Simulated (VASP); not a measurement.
Here is the system:

```xyz
3
Lattice="0.0000 3.1880 3.1880 3.1880 0.0000 3.1880 3.1880 3.1880 0.0000" Properties=species:S:1:pos:R:3 pbc="T T T"
Mg     1.5940     1.5940     1.5940
Mg     4.7819     4.7819     4.7819
Ge     0.0000     0.0000     0.0000
```

Method: vdW-DF-cx, VASP's PBE PAW potentials (set 64) (plane waves; VASP). Settings: 520 eV cut-off, Gaussian smearing of 0.050 eV, potentials Mg Ge_d.

### Question
Give the energies of bands 7 to 12 at the high-symmetry points, in eV from the valence-band maximum.

### Answer

```csv
band,Γ,X,U,L,W
7,0.00,-4.47,-4.04,-4.82,-3.63
8,0.00,-2.00,-3.48,-0.72,-3.63
9,0.00,-2.00,-1.67,-0.72,-2.70
10,1.10,0.15,0.77,1.12,2.77
11,2.89,0.68,3.19,2.81,3.78
12,2.89,7.95,6.09,2.81,3.88
```

The gap is indirect, 0.15 eV, from the valence maximum at Γ to the conduction minimum at X.

Measured: gap 0.74 eV (computed value off by -0.59 eV), as given by Byungki Ryu et al., Journal of the Korean Physical Society (2019), arXiv:1905.06140.

The compound is Mg2Ge in the antifluorite structure. It was relaxed first.
